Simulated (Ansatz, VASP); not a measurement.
# Cross-check of SnH2 between VASP and Ansatz

One calculation is typed for both programs; each brings its own data sets. How far apart do they land? The cell is generated by rule, not measured, and may not be a known phase. The two relaxations start from unlike cells of this crystal (the structure described is Ansatz's start), so only their ends are compared.

Method: plane waves, with VASP 6.6.1 beside it; LDA, in Ansatz 0.2.0.

The structure was built from a prototype and need not be the compound's stable phase.

## 1. Set-up

The structure is trigonal, space group P-3m1 (No. 164). The conventional cell has a = 3.625 Å, b = 3.625 Å, c = 5.872 Å, α = 90.00°, β = 90.00°, γ = 120.00°. Nearest to Sn lie 6 H at 2.56 Å. Nearest to H lie 3 Sn at 2.56 Å. Farther neighbours are not listed.

## 2. VASP: relaxation of cell and atoms, LDA

The relaxed volume is the usual yardstick between codes: in a stiff, nearly cubic crystal its relative difference is about their pressure difference at one cell divided by the bulk modulus.

Lines of VASP's logs that name or quote its potential files are left out, and so is its time.

The input, INCAR:

```
SYSTEM = SnH2
PREC = Accurate
ENCUT = 500
EDIFF = 1E-07
NELM = 120
ISMEAR = 0
SIGMA = 0.1
LREAL = .FALSE.
ALGO = Normal
GGA = PW92
NBANDS = 14
LORBIT = 11
LWAVE = .FALSE.
LCHARG = .FALSE.
ISIF = 3
IBRION = 2
NSW = 80
EDIFFG = -0.005
LASPH = .TRUE.
GGA_COMPAT = .FALSE.
NELMIN = 4
KPAR = 2
```

The input, POSCAR:

```
SnH2
1.0
    3.6163252318     -0.0000000391      0.0000000000
   -1.8081621510      3.1318293467      0.0000000000
    0.0000000000      0.0000000000      3.0629465832
Sn H
1 2
Direct
    0.0000000000      0.0000000000      0.0000000000
    0.3333333333      0.6666666667      0.2023350394
    0.6666666667      0.3333333333      0.7976649606
```

The input, KPOINTS:

```
Automatic mesh
0
Gamma
6 6 4
0 0 0
```

PAW data sets: Sn_d and H (LDA family, release 64).

Command:

```console
$ mpirun -np 2 vasp_std
```

Numbers of over 12 decimals in the logs are rounded to 6 here.

The log of the run:

```text
[banner, memory and clock lines left out]
running    2 mpi-ranks, on    1 nodes
 distrk:  each k-point on    1 cores,    2 groups
 distr:  one band on    1 cores,    1 groups

 POSCAR found type information on POSCAR SnH
 POSCAR found :  2 types and       3 ions
|                                                                             |
|               ----> ADVICE to this user running VASP <----                  |
|                                                                             |
|     You enforced a specific xc type in the INCAR file but a different       |
|     [... a line on the potential file left out ...]
|     I HOPE YOU KNOW WHAT YOU ARE DOING!                                     |
|                                                                             |

 LDA part: xc-table for (Slater(with rela. corr.)+PW92), standard interpolation
 POSCAR, INCAR and KPOINTS ok, starting setup
 FFT: planning ... GRIDC
 FFT: planning ... GRID_SOFT
 FFT: planning ... GRID
 WAVECAR not read
 entering main loop
       N       E                     dE             d eps       ncg     rms          rms(c)
DAV:   1     0.890668056856E+02    0.89067E+02   -0.79008E+03   684   0.156E+03
DAV:   2    -0.350606971702E+01   -0.92573E+02   -0.88604E+02   726   0.356E+02
DAV:   3    -0.104700804776E+02   -0.69640E+01   -0.69417E+01   834   0.804E+01
DAV:   4    -0.106256689825E+02   -0.15559E+00   -0.15556E+00   774   0.130E+01
DAV:   5    -0.106314880441E+02   -0.58191E-02   -0.58190E-02   932   0.242E+00    0.374E+00
DAV:   6    -0.102922300551E+02    0.33926E+00   -0.18682E-01   928   0.566E+00    0.184E+00
DAV:   7    -0.102158277716E+02    0.76402E-01   -0.15553E-01   930   0.328E+00    0.322E-01
DAV:   8    -0.102157946917E+02    0.33080E-04   -0.24975E-02   840   0.192E+00    0.122E-01
DAV:   9    -0.102156859117E+02    0.10878E-03   -0.69195E-04   966   0.364E-01    0.569E-02
DAV:  10    -0.102156960491E+02   -0.10137E-04   -0.96262E-05   774   0.855E-02    0.187E-02
DAV:  11    -0.102156983667E+02   -0.23177E-05   -0.73645E-06   834   0.218E-02    0.680E-03
DAV:  12    -0.102156973445E+02    0.10222E-05   -0.14355E-06   804   0.969E-03    0.525E-04
DAV:  13    -0.102156973612E+02   -0.16723E-07   -0.21413E-07   720   0.305E-03
   1 F= -.10215697E+02 E0= -.10212739E+02  d E =-.102157E+02
 curvature:   0.00 expect dE= 0.000E+00 dE for cont linesearch  0.000E+00
 trial: gam= 0.00000 g(F)=  0.537E-06 g(S)=  0.192E-04 ort = 0.000E+00 (trialstep = 0.100E+01)
 search vector abs. value=  0.197E-04
 bond charge predicted
       N       E                     dE             d eps       ncg     rms          rms(c)
DAV:   1    -0.102158425436E+02   -0.14520E-03   -0.25627E-03   846   0.944E-01    0.619E-02
DAV:   2    -0.102157374978E+02    0.10505E-03   -0.17300E-04   828   0.258E-01    0.275E-02
DAV:   3    -0.102157128273E+02    0.24671E-04   -0.64877E-05   948   0.148E-01    0.367E-03
DAV:   4    -0.102157117687E+02    0.10586E-05   -0.30402E-06   810   0.227E-02    0.119E-03
DAV:   5    -0.102157116440E+02    0.12475E-06   -0.12545E-07   596   0.443E-03    0.527E-04
DAV:   6    -0.102157116366E+02    0.73294E-08   -0.44586E-08   366   0.326E-03
   2 F= -.10215712E+02 E0= -.10212750E+02  d E =-.142754E-04
 trial-energy change:   -0.000014  1 .order   -0.000014   -0.000020   -0.000009
 step:   1.7870(harm=  1.7870)  dis= 0.00020  next Energy=   -10.215715 (dE=-0.176E-04)
 bond charge predicted
       N       E                     dE             d eps       ncg     rms          rms(c)
DAV:   1    -0.102157958986E+02   -0.84255E-04   -0.15855E-03   840   0.743E-01    0.486E-02
DAV:   2    -0.102157309110E+02    0.64988E-04   -0.10703E-04   822   0.203E-01    0.216E-02
DAV:   3    -0.102157156578E+02    0.15253E-04   -0.40168E-05   948   0.116E-01    0.289E-03
DAV:   4    -0.102157150004E+02    0.65741E-06   -0.18931E-06   810   0.179E-02    0.933E-04
DAV:   5    -0.102157149220E+02    0.78382E-07   -0.66619E-08   440   0.351E-03
   3 F= -.10215715E+02 E0= -.10212750E+02  d E =-.175607E-04
 curvature:  -0.89 expect dE=-0.415E-05 dE for cont linesearch -0.335E-06
 trial: gam= 0.00000 g(F)=  0.800E-06 g(S)=  0.385E-05 ort =-0.272E-05 (trialstep = 0.116E+01)
 search vector abs. value=  0.465E-05
 reached required accuracy - stopping structural energy minimisation
```

From OUTCAR (step 2):

```text
ion  position               nearest neighbor table
   1  0.000  0.000  0.000-   2 2.18   3 2.18   2 2.18   3 2.18   3 2.18   2 2.18
   2  0.333  0.667  0.202-   1 2.18   1 2.18   1 2.18
   3  0.667  0.333  0.798-   1 2.18   1 2.18   1 2.18

  LATTYP: Found a hexagonal cell.
 ALAT       =     3.6163252318
 C/A-ratio  =     0.8469776325

 Subroutine GETGRP returns: Found 12 space group operations
 (whereof 12 operations were pure point group operations)

The static configuration has the point symmetry D_3d.

 Found     24 irreducible k-points:

   k-points           NKPTS =     24   k-points in BZ     NKDIM =     24   number of bands    NBANDS=     14

   dimension x,y,z NGX =    28 NGY =   28 NGZ =   24
   dimension x,y,z NGXF=    56 NGYF=   56 NGZF=   48

   ENCUT  =  500.0 eV  36.75 Ry    6.06 a.u.   6.59  6.59  5.58*2*pi/ulx,y,z

   NELECT =      16.0000    total number of electrons

 k-points in reciprocal lattice and weights: Automatic mesh
   0.00000000  0.00000000  0.00000000       0.007
   0.16666667 -0.00000000  0.00000000       0.042
   0.33333333 -0.00000000  0.00000000       0.042
   0.50000000  0.00000000  0.00000000       0.021
   0.16666667  0.16666667  0.00000000       0.042
   0.33333333  0.16666667  0.00000000       0.083
   0.33333333  0.33333333  0.00000000       0.014
   0.00000000  0.00000000  0.25000000       0.014
   0.16666667 -0.00000000  0.25000000       0.042
[...]
0.33333333  0.16666667  0.50000000       0.083
   0.33333333  0.33333333  0.50000000       0.014

 average (electrostatic) potential at core
       1-100.6143       2 -29.8622       3 -29.8622

 E-fermi :   6.3091

 k-point     1 :       0.0000    0.0000    0.0000
  band No.  band energies     occupation
    ...
      3     -15.2776      2.00000
      4     -15.1713      2.00000
      5     -15.1713      2.00000
      6      -5.6187      2.00000
      7       5.6195      2.00000
      8       9.3519      0.00000
      9       9.6587      0.00000
     10       9.6588      0.00000
     11      12.7041      0.00000
     12      14.1640      0.00000
    ...

 k-point     2 :       0.1667   -0.0000    0.0000
  band No.  band energies     occupation
    ...
      4     -15.1791      2.00000
      5     -15.1731      2.00000
      6      -5.1851      2.00000
      7       4.8356      2.00000
      8       6.2288      1.74393
      9       8.7078      0.00000
     10      11.5919      0.00000
     11      13.1743      0.00000
     12      15.1456      0.00000
     13      15.8680      0.00000
    ...

 k-point     3 :       0.3333   -0.0000    0.0000
  band No.  band energies     occupation
    ...
      4     -15.1940      2.00000
      5     -15.1764      2.00000
      6      -3.8842      2.00000
      7       1.4766      2.00000
      8       5.5978      2.00000
      9       7.5214      0.00000
     10      12.2672      0.00000
     11      15.4186      0.00000
     12      16.3207      0.00000
     13      18.2481      0.00000
    ...

  Total        0.0105871      0.0105871     -0.0038921      0.0000000     -0.0000000     -0.0000000
  in kB        0.4897761      0.4897760     -0.1800543      0.0000001     -0.0000000     -0.0000000
  external PRESSURE =       0.2664993 kB  Pullay stress =       0.0000000 kB

  energy-cutoff  :      500.00
  volume of cell :       34.63
      direct lattice vectors                 reciprocal lattice vectors
     3.614774268 -0.000000039  0.000000000     0.276642449  0.159719560  0.000000000
    -1.807386669  3.130486173 -0.000000000     0.000000003  0.319439202  0.000000000
    -0.000000000  0.000000000  3.060542181     0.000000000  0.000000000  0.326739493

 POSITION                                       TOTAL-FORCE (eV/Angst)
 -----------------------------------------------------------------------------------
     -0.00000      0.00000      3.06054         0.000000      0.000000      0.000000
      0.00000      2.08699      0.61946        -0.000000      0.000000      0.002879
      1.80739      1.04350      2.44108         0.000000     -0.000000     -0.002879
 -----------------------------------------------------------------------------------
    total drift:                               -0.000000      0.000000      0.000000

  FREE ENERGIE OF THE ION-ELECTRON SYSTEM (eV)
  ---------------------------------------------------
  free  energy   TOTEN  =       -10.2157149220 eV

  energy  without entropy=      -10.2097859324  energy(sigma->0) =      -10.21275043

 reached required accuracy - stopping structural energy minimisation

 total charge
# of ion       s       p       d       tot
------------------------------------------
    1        1.289   0.897  10.033  12.218
    2        0.480   0.009   0.000   0.489
    3        0.480   0.009   0.000   0.489
--------------------------------------------------
tot          2.249   0.915  10.033  13.197

[... 3 further parts left out ...]
```

CONTCAR:

```
SnH2
   1.00000000000000
     3.6147742679074160   -0.0000000392966924    0.0000000000000000
    -1.8073866694379568    3.1304861729139670   -0.0000000000000000
    -0.0000000000000000    0.0000000000000000    3.0605421810819458
  Sn              H
     1     2
Direct
     0.0000000000000000    0.0000000000000000    1.0000000000000000
     0.3333333332999970    0.6666666667000030    0.2024014318260374
     0.6666666667000030    0.3333333332999970    0.7975985681739627
```

The k-mesh is coarse for a metal.

## 3. Ansatz: relaxation of cell and atoms, LDA

Ansatz runs on norm-conserving files, of PseudoDojo where its log says so.

Its own start cell and the same functional (in two slightly different forms), mesh and smearing now go to Ansatz, which takes its cutoff from its data sets.

The input, input.yaml:

```yaml
crystal:
  lattice:
    - [3.625, 0.0, 0.0]
    - [-1.8125, 3.13934, 0.0]
    - [0.0, 0.0, 5.8725]
  atoms:
    - { symbol: Sn, position: [0.0, 0.0, 0.0] }
    - { symbol: H, position: [0.333333, 0.666667, 0.25] }
    - { symbol: H, position: [0.666667, 0.333333, 0.75] }
kpoints:
  mp_grid: { grid: [6, 6, 4] }
hamiltonian:
  xc: lda
  pseudopotentials: { kind: nc, accuracy: standard }
scf:
  occupations: { method: gaussian, width: 0.1 }
output:
  forces: true
  stress: true
  eigenvalues: true
relax:
  adjacent_minimum: "off"
  f_tol: 0.05
  max_steps: 80
  cell: { stress_tol: 0.5 }
```

Command:

```console
$ ansatz run input.yaml --threads 4 --pin off --max-ram 8192MiB --backend cpu --events-out ev --progress --plain --runs-dir out
```

The log of the run:

```text
Warning: the atoms were moved onto the symmetric positions of the space group found under crystal.symmetry.tolerance 1.0e-5 (fractional; no operation is sought that the atoms, as they stand in a round, miss by more than twice it, and no atom is moved by as much as it), and the run uses the moved positions. Before a round's move an operation carried an atom to 3.63e-6 Å from where it should land, the largest such dist [...]
The last accepted step is kept in <dir> (removed where the run ends without a failure and the disk answers)
Engine: ansatz 0.2.0, x86_64-unknown-linux-gnu
Pseudopotentials: kind: nc
Pseudopotential: Sn, nc, valence charge 14, recommended cutoff 979.609905 eV (normal), Sn.nc.azcp (PseudoDojo's, or run here from an input of PseudoDojo's; its table is named by hamiltonian.pseudopotentials.accuracy)
Pseudopotential: H, nc, valence charge 1, recommended cutoff 1006.821291 eV (normal), H.nc.azcp (PseudoDojo's, or run here from an input of PseudoDojo's; its table is named by hamiltonian.pseudopotentials.accuracy)
Functional definition: SPW92
  exchange = slater_x
  correlation = pw_c
Crystal: 3 atoms, lattice volume = 66.830 Å³
Basis set: ecut = 1006.821291 eV, 4843 PW (Γ)
Bands: 12, of which v1, the nominal top of the filled ones, is band 8 counted from 1 (7 counted from 0)
Symmetry: 12 space group operations
Space group: P-3m1 (ITA 164), of the structure as read, at distance tolerance 4.1e-5 Å
k-points: 24 of 144
Non-local potential: Sn, projectors of the file, l = 0: 2, l = 1: 2, l = 2: 2
Non-local potential: H, projectors of the file, l = 0: 2, l = 1: 1
Initial density: superposition of atomic densities (chi_scale 0.1, normalization cell), built separately for each of the 3 bonded fragments (scf.initial_density.interfragment_charge_transfer: auto; true builds it for the cell as a whole; a typed value also counts as a typed key of the start: scf.initial_density.chi_scale says what that changes, if anything)
Initial wavefunctions: pseudopotential atomic-orbital guess
Functional: x = slater, c = lda
SCF iter   1: F=—  HF=-2167.091522 eV  |F-HF|=—  |Δ(HF+E_count)|=         —  Δρ=3.68e-2  dr2=1.43e0  ethr=3.10e-3  ⟨swp⟩=5.6  Hψ=1667  notcnv=0
[...]
SCF iter   4: F=—  HF=-2168.209793 eV  |F-HF|=—  |Δ(HF+E_count)|=   6.66e-5  Δρ=6.93e-5  dr2=5.11e-7  ethr=2.45e-7  ⟨swp⟩=2.2  Hψ=424  notcnv=0
SCF iter   5: F=-2168.209793 eV  HF=-2168.209793 eV  |F-HF|=3.18e-9  |Δ(HF+E_count)|=   1.83e-7  Δρ=4.82e-6  dr2=6.50e-9  ethr=1.87e-9  ⟨swp⟩=7.8  Hψ=1776  notcnv=0
SCF 11 converged in 5 iterations: F = -2168.209793 eV  dr2 = 6.50e-9
relax step  11: F+E_penalty+E_count = -2168.20979302 eV  Δ(F+E_penalty+E_count) = -6.378e-2 eV  max|allowed force component| = 4.171e-2 eV/Å  Δτ_max = 0.0114 Å  P = +1.502 GPa  Ω = 34.426 Å³  energy of the carried Pulay correction = +2.029e-3 eV  (5 SCF iters, dr2 threshold 3.00e-7 eV, accepted)
[...]
relax step  12: F+E_penalty+E_count = -2168.19494947 eV  Δ(F+E_penalty+E_count) = +1.484e-2 eV  max|allowed force component| = 1.026e-1 eV/Å  Δτ_max = 0.0236 Å  P = +1.586 GPa  Ω = 33.355 Å³  energy of the carried Pulay correction = +2.118e-3 eV  (5 SCF iters, dr2 threshold 3.00e-7 eV, rejected (line search))
[...]
relax step  13: F+E_penalty+E_count = -2168.22570464 eV  Δ(F+E_penalty+E_count) = -1.591e-2 eV  max|allowed force component| = 2.030e-2 eV/Å  Δτ_max = 0.0540 Å  P = -1.013 GPa  Ω = 35.383 Å³  energy of the carried Pulay correction = +1.951e-3 eV  (6 SCF iters, accepted)
[...]
relax step  14: F+E_penalty+E_count = -2168.22829091 eV  Δ(F+E_penalty+E_count) = -2.586e-3 eV  max|allowed force component| = 9.988e-3 eV/Å  Δτ_max = 0.0040 Å  P = -0.063 GPa  Ω = 34.766 Å³  energy of the carried Pulay correction = +2.002e-3 eV  (4 SCF iters, dr2 threshold 3.00e-7 eV, accepted)
[...]
relax step  15: F+E_penalty+E_count = -2168.22767402 eV  Δ(F+E_penalty+E_count) = +6.169e-4 eV  max|allowed force component| = 9.955e-3 eV/Å  Δτ_max = 0.0000 Å  P = -0.068 GPa  Ω = 34.766 Å³  stress off target by 1.25e-1 GPa  SCF on the basis re-selected at this cell (its energy is not comparable with the rows above)  (3 SCF iters)
basis re-selected at this cell: Δ(F+E_penalty+E_count) = +6.169e-4 eV, ΔP = -0.005 GPa vs the last step (what re-selecting the basis moved, of the pressure what is left beyond the Pulay correction that the steps carried, after the strain that the cell walked since its last selection, with what the two solves' SCF thresholds leave and, on support functions, any second-order correction that the steps lacked; it is no measure of the basis error at this ecutwfc). The dense FFT grid was sized anew with the basis: this SCF ran on 40×40×32 points, the steps before it on 40×40×64, so part of this shift can come from that change (see relax.cell in the input reference). [rest of the remark cut]
SCF converged after 3 iterations
Free energy (F): -2168.227674 eV
Harris-Foulkes:  -2168.227674 eV  (|F-HF|=1.06e-9)
Internal energy: -2168.222233 eV  (E = F + TS)
E sigma→0 (E₀):  -2168.224953 eV
Entropy (-TS):   -0.005441 eV (-1.814 meV/atom)
Fermi energy:    8.767080 eV
--- Per-component energies (eV) ---
  E_band       = -105.835610
  E_kinetic    = 1304.034474
  E_local      = -1436.265868  (includes V_loc(G=0)·N_el)
  E_nonlocal   = -610.516677
  E_hartree    = 501.286766
  E_xc         = -608.949395
  E_vxc        = -365.659620  (∫ρ·V_xc dr)
  E_ewald      = -1317.811533
  E_smearing   = -0.005441  (= −TS)
  E_closure    = -0.000000  (closes the sum)
  Σ components = -2168.227674   (vs F -2168.227674, Δ=0.00e0)
--- Forces (eV/Å), atoms counted from 1 ---
  atom   1  Sn     0.00000000     0.00000000     0.00000000
  atom   2  H      0.00000000     0.00000000    -0.00995463
  atom   3  H     -0.00000000    -0.00000000     0.00995463
  max |Σ_I F_I| component: 3.47e-18 eV/Å
--- Stress (GPa, compression-positive) ---
       -0.040179       0.000000      -0.000000
        0.000000      -0.040179      -0.000000
       -0.000000      -0.000000      -0.124621
  P = ⅓ Tr σ = -0.0683 GPa (-0.683 kbar)
--- Band table (eV; the first three rows and the last of 24) ---
  k-point 0: bands = [... 4 lower, -12.7235, -3.1627, 8.0831, 11.7685, 12.1068, 12.1068, 15.1594, 16.6138]
  k-point 1: bands = [... 4 lower, -12.7787, -2.2356, 5.9588, 11.5608, 12.9065, 13.0860, 13.0860, 17.4503]
  k-point 2: bands = [... 4 lower, -12.7170, -0.4357, 2.7481, 11.5544, 13.7962, 14.5582, 14.5582, 18.5696]
  k-point 23: bands = [... 4 lower, -12.6435, 4.4197, 4.5075, 4.5075, 6.7055, 10.6029, 10.6029, 19.8943]
--- Relaxed structure (14 steps of the walk, 13 accepted, 1 SCFs on fresh bases) ---
  F+E_penalty+E_count = -2168.22767402 eV   max|allowed force component| = 9.955e-3 eV/Å   (the final SCF, on the basis selected at the relaxed cell)
  cell:  # Å, volume = 34.7662 Å³
    - [3.616872, 0, 0]
    - [-1.808436, 3.132303, -5.572877514575683e-17]
    - [0, -1.0424711027540826e-16, 3.068743]
  atoms:
    - { symbol: Sn, position: [0, 0, -3.938637096016591e-19] }
    - { symbol: H, position: [0.333333, 0.666667, 0.205234] }
    - { symbol: H, position: [0.666667, 0.333333, 0.794766] }
```

## 4. Side by side

Known differences besides the potentials themselves: the cutoff is 1006.82 eV in Ansatz and 500 eV in VASP; VASP's log shows a relativistic correction to its local exchange, Ansatz's none; Ansatz adds a Pulay correction to the stress that steers its cell, VASP none. Total energies have different zeros and are not compared.

Both answers:

| quantity | Ansatz | VASP | difference |
| --- | --- | --- | --- |
| volume (Å³) | 34.77 | 34.63 | +0.38 % |
| edge a after relaxation, in the typed setting (Å) | 3.617 | 3.615 | +0.06 % |
| edge c after relaxation, in the typed setting (Å) | 3.069 | 3.061 | +0.27 % |

## 5. Results

```json
{"difference in volume (relaxation of cell and atoms, LDA)": "0.38 %"}
```

What this shows: The difference in volume is 0.38 % (relaxation of cell and atoms, LDA), within the 1.2 % picked in this series as the mark of a large difference, as far as the stopping tolerances let one tell. How closely two codes agree says nothing of how well the functional describes the real material.

[Lines on the potential files, build, host, timing and source positions are cut from VASP's logs without a mark.]

[Logs are printed without paths, hosts, clocks, repeated set-up lines and the standing remarks that a program may print on its own settings, such as how far it seeks lower states.]

[Hosts, paths, dates, database ids (printed as entryN), source tags and the programs' standing remarks are cut or masked in the printed files.]
